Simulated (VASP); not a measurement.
# LiY3 (Pm-3m) in VASP: further runs, part 2 of 2

VASP 6.6.1. The steps go on from the part before.

### Step 3. Single point, r2SCAN

This run uses another cell than the first one, of 29.77 Å³/atom, 1.020 times its volume.

Contents of POSCAR:

```
LiY3
1.0
    4.9197100000      0.0000000000      0.0000000000
    0.0000000000      4.9197100000      0.0000000000
    0.0000000000      0.0000000000      4.9197100000
Li Y
1 3
Direct
    0.0000000000      0.0000000000      0.0000000000
    0.5000000000      0.5000000000      0.0000000000
    0.5000000000      0.0000000000      0.5000000000
    0.0000000000      0.5000000000      0.5000000000
```

Contents of INCAR.step1:

```
SYSTEM = LiY3
PREC = Accurate ; ENCUT = 520
ISMEAR = -1 ; SIGMA = 0.01
LREAL = .FALSE. ; LASPH = .TRUE.
NELM = 100 ; NBANDS = 26
GGA = PE ; ALGO = Normal
EDIFF = 1E-4 ; LWAVE = .TRUE.
LCHARG = .FALSE.
```

Contents of INCAR.step2:

```
SYSTEM = LiY3
PREC = Accurate ; ENCUT = 520
EDIFF = 1E-7 ; ISMEAR = -1
SIGMA = 0.01 ; LREAL = .FALSE.
LASPH = .TRUE. ; NELM = 100
ALGO = Normal ; ISIF = 2
LWAVE = .FALSE. ; LCHARG = .FALSE.
METAGGA = R2SCAN ; LMIXTAU = .TRUE.
NBANDS = 26 ; ISTART = 1
```

Contents of KPOINTS:

```
regular mesh
0
G
  5 5 5
  0 0 0
```

Potentials or basis: VASP PAW PBE potentials, release 64 (Li_sv, Y_sv).

Run with:

```console
$ cat potpaw_PBE.64/Li_sv/POTCAR potpaw_PBE.64/Y_sv/POTCAR > POTCAR
$ cp INCAR.step1 INCAR
$ mpirun -np 1 vasp_std > vasp.out
$ cp INCAR.step2 INCAR
$ mpirun -np 1 vasp_std > vasp.out
```

OUTCAR:

```text
SYSTEM = LiY3
   PREC = Accurate
   ENCUT = 520
   EDIFF = 1E-7
   ISMEAR = -1
   LREAL = .FALSE.
   LASPH = .TRUE.
   NELM = 100
   ISIF = 2
   METAGGA = R2SCAN
   ISTART = 1

 ion  position               nearest neighbor table
   1  0.000  0.000  0.000-   2 3.48   3 3.48   4 3.48   3 3.48   4 3.48   2 3.48   4 3.48   4 3.48
                             2 3.48   3 3.48   3 3.48   2 3.48
   2  0.500  0.500  0.000-   1 3.48   3 3.48   4 3.48   3 3.48   4 3.48   1 3.48   3 3.48   3 3.48
                             1 3.48   4 3.48   4 3.48   1 3.48
   3  0.500  0.000  0.500-   1 3.48   2 3.48   4 3.48   1 3.48   2 3.48   2 3.48   4 3.48   2 3.48
                             1 3.48   4 3.48   1 3.48   4 3.48
   4  0.000  0.500  0.500-   1 3.48   2 3.48   3 3.48   1 3.48   2 3.48   1 3.48   3 3.48   1 3.48
                             2 3.48   3 3.48   2 3.48   3 3.48

  LATTYP: Found a simple cubic cell.
 ALAT       =     4.9197100000

  Lattice vectors:

 A1 = (   4.9197100000,   0.0000000000,   0.0000000000)
 A2 = (   0.0000000000,   4.9197100000,   0.0000000000)
 A3 = (   0.0000000000,   0.0000000000,   4.9197100000)

Analysis of symmetry for initial positions (statically):
=====================================================================
 Subroutine PRICEL returns:
 Original cell was already a primitive cell.

 Routine SETGRP: Setting up the symmetry group for a
 simple cubic supercell.

 Subroutine GETGRP returns: Found 48 space group operations
 (whereof 48 operations were pure point group operations)
 out of a pool of 48 trial point group operations.

The static configuration has the point symmetry O_h .

Analysis of symmetry for dynamics (positions and initial velocities):
=====================================================================
 Subroutine PRICEL returns:
 Original cell was already a primitive cell.
[... 113 lines left out ...]
   EFERMI_NEDOS =   21; number of points for ismear=-14 and -15
   IALGO  =     38    algorithm
   IMIX   =      4    mixing-type and parameters
     AMIX     =   0.40;   BMIX     =  1.00
     AMIX_MAG =   1.60;   BMIX_MAG =  1.00
  volume/ion in A,a.u.               =      29.77       200.89
  Fermi-wavevector in a.u.,A,eV,Ry     =   1.098760  2.076355 16.425953  1.207273
  Thomas-Fermi vector in A             =   2.235143
   LORBIT       =      0    0 simple, 1 ext, 2 COOP (PROOUT), +10 PAW based schemes
   METAGGA = R2SCAN    functional components
   LHFCALC =     F    Hartree Fock is set to
   AEXX    =    0.0000 exact exchange contribution
   IVDW    =     0    specifies the selected vdW correction
   LEPSILON=     F    determine dielectric tensor
   LRPA    =     F    only Hartree local field effects (RPA)
 non-spin polarized calculation
  energy-cutoff  :      520.00
  volume of cell :      119.07
 maximum number of plane-waves:      3225
 NGX is ok and might be reduce to    40
   NGX = 19   NGY = 19   NGZ = 19

 number of electron      36.0000000 magnetization

 Free energy of the ion-electron system (eV)
  ---------------------------------------------------
  ext. energy  EPLUGINS =         0.00000000
  ---------------------------------------------------
  free energy    TOTEN  =       -62.28516352 eV

  energy without entropy =      -62.28075206  energy(sigma->0) =      -62.28295779

 E-fermi :   2.5999     XC(G=0):  -9.6344

 val. band max:        2.5946007987   @ k =   0.4000   0.4000   0.2000
 cond. band min:       2.6064166179   @ k =   0.4000   0.0000   0.0000
 fundamental gap:      0.0118158192
 Fermi energy:         2.5998654301

 k-point     1 :       0.0000    0.0000    0.0000
  band No.  band energies     occupation
      1     -44.2266      2.00000
      2     -41.7896      2.00000
      3     -41.6896      2.00000
      4     -41.6896      2.00000
      5     -21.3474      2.00000
      6     -21.3474      2.00000
[... 279 lines left out ...]
     25       5.6711      0.00000
     26       5.7005      0.00000

------------------------ aborting loop because EDIFF is reached ----------------------------------------

  FORCE on cell =-STRESS in cart. coord.  units (eV):
  Direction    XX          YY          ZZ          XY          YZ          ZX
  --------------------------------------------------------------------------------------
  -------------------------------------------------------------------------------------
  Total        0.3856617      0.3856617      0.3856617     -0.0000000     -0.0000000     -0.0000000
  in kB        5.1891784      5.1891784      5.1891784     -0.0000000     -0.0000000     -0.0000000
  external PRESSURE =       5.1891784 kB  Pullay stress =       0.0000000 kB

 VOLUME and BASIS-vectors are now :
 -----------------------------------------------------------------------------
  energy-cutoff  :      520.00
  volume of cell :      119.07
      direct lattice vectors                 reciprocal lattice vectors
     4.919710000  0.000000000  0.000000000     0.203264014  0.000000000  0.000000000
     0.000000000  4.919710000  0.000000000     0.000000000  0.203264014  0.000000000
     0.000000000  0.000000000  4.919710000     0.000000000  0.000000000  0.203264014

 POSITION                                       TOTAL-FORCE (eV/Angst)
 -----------------------------------------------------------------------------------
      0.00000      0.00000      0.00000         0.000000      0.000000      0.000000
      2.45986      2.45986      0.00000         0.000000      0.000000      0.000000
      2.45986      0.00000      2.45986         0.000000      0.000000      0.000000
      0.00000      2.45986      2.45986         0.000000      0.000000      0.000000
 -----------------------------------------------------------------------------------
    total drift:                                0.000000     -0.000000     -0.000000

  FREE ENERGIE OF THE ION-ELECTRON SYSTEM (eV)
  ---------------------------------------------------
  free  energy   TOTEN  =       -62.2851635162 eV

  energy  without entropy=      -62.2807520617  energy(sigma->0) =      -62.28295779
```

OUTCAR.step1:

```text
SYSTEM = LiY3
   PREC = Accurate
   ENCUT = 520
   ISMEAR = -1
   LREAL = .FALSE.
   LASPH = .TRUE.
   NELM = 100
[... 505 lines left out ...]
      2.45986      2.45986      0.00000         0.000000      0.000000      0.000000
      2.45986      0.00000      2.45986         0.000000      0.000000      0.000000
      0.00000      2.45986      2.45986         0.000000      0.000000      0.000000
 -----------------------------------------------------------------------------------
    total drift:                                0.000000     -0.000000     -0.000000

  FREE ENERGIE OF THE ION-ELECTRON SYSTEM (eV)
  ---------------------------------------------------
  free  energy   TOTEN  =       -20.4264466414 eV

  energy  without entropy=      -20.4240560389  energy(sigma->0) =      -20.42525134
```

OSZICAR.step1:

```text
N       E                     dE             d eps       ncg     rms          rms(c)
DAV:   1     0.174282457708E+03    0.17428E+03   -0.17020E+04   520   0.131E+03
DAV:   2    -0.307685883007E+01   -0.17736E+03   -0.17281E+03   612   0.311E+02
DAV:   3    -0.205515886103E+02   -0.17475E+02   -0.17175E+02   960   0.536E+01
DAV:   4    -0.214618516174E+02   -0.91026E+00   -0.90824E+00   680   0.151E+01
DAV:   5    -0.215010456515E+02   -0.39194E-01   -0.39185E-01   846   0.260E+00    0.360E+01
DAV:   6    -0.204898542584E+02    0.10112E+01   -0.25441E+00   540   0.537E+00    0.219E+01
DAV:   7    -0.204325125413E+02    0.57342E-01   -0.17639E+00   800   0.497E+00    0.311E+00
DAV:   8    -0.204285925887E+02    0.39200E-02   -0.19590E-01   682   0.174E+00    0.109E+00
DAV:   9    -0.204263729985E+02    0.22196E-02   -0.25096E-02   724   0.902E-01    0.265E-01
DAV:  10    -0.204264623006E+02   -0.89302E-04   -0.24025E-03   800   0.221E-01    0.563E-02
DAV:  11    -0.204264466414E+02    0.15659E-04   -0.94556E-05   412   0.584E-02
   1 F= -.20426447E+02 E0= -.20425251E+02  d E =-.239060E-02
```

Wall time 2.6 min (1 thread of AMD EPYC 9R45 (Zen 5), shared host); peak memory 0.24 GiB.

Results:

```yaml
Free_energy: -62.2852 eV
Band_gap_on_the_k_mesh: none (metal or under the smearing width)
```

Levels at points of the mesh, in eV from the Fermi level:
```csv
k point,band 14,band 15,band 16,band 17,band 18,band 19,band 20,band 21,band 22,band 23
"(0.00, 0.00, 0.00)",-4.76,-2.13,-0.66,-0.66,-0.29,-0.29,-0.29,1.96,1.96,1.96
```

Caveat: the cutoff is under 1.25 times the usual one of these potentials, so pressure, stress and relaxed cells hold a basis-set (Pulay) error; the PAW data sets were made with another functional, which shifts forces and pressure a little.

### Step 4. Single point, r2SCAN

This run uses another cell than the first one, of 31.55 Å³/atom, 1.082 times its volume.

Contents of POSCAR:

```
LiY3
1.0
    5.0161993986      0.0000000000      0.0000000000
    0.0000000000      5.0161993986      0.0000000000
    0.0000000000      0.0000000000      5.0161993986
Li Y
1 3
Direct
    0.0000000000      0.0000000000      0.0000000000
    0.5000000000      0.5000000000      0.0000000000
    0.5000000000      0.0000000000      0.5000000000
    0.0000000000      0.5000000000      0.5000000000
```

Contents of INCAR.step1:

```
SYSTEM = LiY3
ALGO = Normal
EDIFF = 1E-4
ENCUT = 520
GGA = PE
ISMEAR = -1
LASPH = .True.
LCHARG = .False.
LREAL = .False.
LWAVE = .True.
NBANDS = 26
NELM = 100
PREC = Accurate
SIGMA = 0.01
```

Contents of INCAR.step2:

```
SYSTEM = LiY3
ALGO = Normal
EDIFF = 1E-6
ENCUT = 520
ISIF = 2
ISMEAR = -1
ISTART = 1
LASPH = .True.
LCHARG = .True.
LELF = .True.
LMIXTAU = .True.
LREAL = .False.
LVHAR = .True.
LWAVE = .False.
METAGGA = R2SCAN
NBANDS = 26
NELM = 100
PREC = Accurate
SIGMA = 0.01
```

Contents of KPOINTS:

```
k-points
0
Gamma
  5 5 5
  0 0 0
```

Run with:

```console
$ cat potpaw_PBE.64/Li_sv/POTCAR potpaw_PBE.64/Y_sv/POTCAR > POTCAR
$ cp INCAR.step1 INCAR
$ mpirun -np 1 vasp_std > vasp.out
$ cp INCAR.step2 INCAR
$ mpirun -np 1 vasp_std > vasp.out
```

Run time: 2 min. Hardware: 1 thread of AMD EPYC 9R45 (Zen 5), shared host; peak memory 0.24 GiB.

The run converged. Its results:

| Quantity | Value |
| --- | --- |
| Free energy | -62.2721 eV |
| Band gap on the k mesh | none (metal or under the smearing width) |

Levels at points of the mesh, in eV from the Fermi level:
```csv
k point,band 16,band 17,band 18,band 19,band 20,band 21
"(0.00, 0.00, 0.00)",-0.63,-0.63,-0.24,-0.24,-0.24,1.76
```

Caveat: the cutoff is under 1.25 times the usual one of these potentials, so pressure, stress and relaxed cells hold a basis-set (Pulay) error; the PAW data sets were made with another functional, which shifts forces and pressure a little.

### Step 5. Single point, r2SCAN

This run uses another cell than the first one, of 30.36 Å³/atom, 1.041 times its volume.

Contents of POSCAR:

```
LiY3
1.0
    4.9522918104      0.0000000000      0.0000000000
    0.0000000000      4.9522918104      0.0000000000
    0.0000000000      0.0000000000      4.9522918104
Li Y
1 3
Direct
    0.0000000000      0.0000000000      0.0000000000
    0.5000000000      0.5000000000      0.0000000000
    0.5000000000      0.0000000000      0.5000000000
    0.0000000000      0.5000000000      0.5000000000
```

Contents of INCAR.step1:

```
PREC     = Accurate       # precision mode
ENCUT    = 520            # plane-wave cutoff, eV
ISMEAR   = -1             # smearing method
SIGMA    = 0.01           # smearing width, eV
LREAL    = F              # projectors in reciprocal space
LASPH    = T              # aspherical terms in the spheres
NELM     = 100            # most SCF steps
NBANDS   = 26             # bands
GGA      = PE             # functional
ALGO     = Normal         # electronic algorithm
EDIFF    = 1E-4           # SCF threshold, eV
LWAVE    = T              # write WAVECAR
LCHARG   = F              # write CHGCAR
```

Contents of INCAR.step2:

```
PREC     = Accurate       # precision mode
ENCUT    = 520            # plane-wave cutoff, eV
EDIFF    = 1E-6           # SCF threshold, eV
ISMEAR   = -1             # smearing method
SIGMA    = 0.01           # smearing width, eV
LREAL    = F              # projectors in reciprocal space
LASPH    = T              # aspherical terms in the spheres
NELM     = 100            # most SCF steps
ALGO     = Normal         # electronic algorithm
ISIF     = 2              # what is computed and relaxed
LWAVE    = F              # write WAVECAR
LCHARG   = F              # write CHGCAR
METAGGA  = R2SCAN         # meta-GGA
LMIXTAU  = T            
NBANDS   = 26             # bands
ISTART   = 1
```

Contents of KPOINTS:

```
regular mesh
0
Gamma
  5 5 5
```

Run with:

```console
$ cat potpaw_PBE.64/Li_sv/POTCAR potpaw_PBE.64/Y_sv/POTCAR > POTCAR
$ cp INCAR.step1 INCAR
$ mpirun -np 1 vasp_std > vasp.out
$ cp INCAR.step2 INCAR
$ mpirun -np 1 vasp_std > vasp.out
```

Run time: 1.9 min. Hardware: 1 thread of AMD EPYC 9R45 (Zen 5), shared host; peak memory 0.24 GiB.

Results (log left out):

```yaml
Free_energy: -62.2891 eV
Band_gap_on_the_k_mesh: none (metal or under the smearing width)
```

Levels at points of the mesh, in eV from the Fermi level:
```csv
k point,band 15,band 16,band 17,band 18,band 19,band 20,band 21,band 22
"(0.00, 0.00, 0.00)",-2.07,-0.65,-0.65,-0.27,-0.27,-0.27,1.90,1.90
```

Caveat: the cutoff is under 1.25 times the usual one of these potentials, so pressure, stress and relaxed cells hold a basis-set (Pulay) error; the PAW data sets were made with another functional, which shifts forces and pressure a little.

### Step 6. The runs side by side

```tsv
cell	gap on the mesh (eV)
Pm-3m, 29.17 Å³/atom	none
Pm-3m, 29.77 Å³/atom	none
Pm-3m, 31.55 Å³/atom	none
Pm-3m, 30.36 Å³/atom	none
```

Alike in all rows: task single point; level r2SCAN; potentials or basis VASP PAW PBE potentials, release 64 (Li_sv, Y_sv); no spin polarisation; k mesh 5 × 5 × 5; cutoff (eV) 520; smearing fermi-dirac 0.01 eV.

Every run on the cell as given and a fine mesh finds a metal.

Caveats: the cutoff is under 1.25 times the usual one of these potentials, so pressure, stress and relaxed cells hold a basis-set (Pulay) error; the PAW data sets were made with another functional, which shifts forces and pressure a little.

Absolute energies hang on the potentials; compare differences alone.
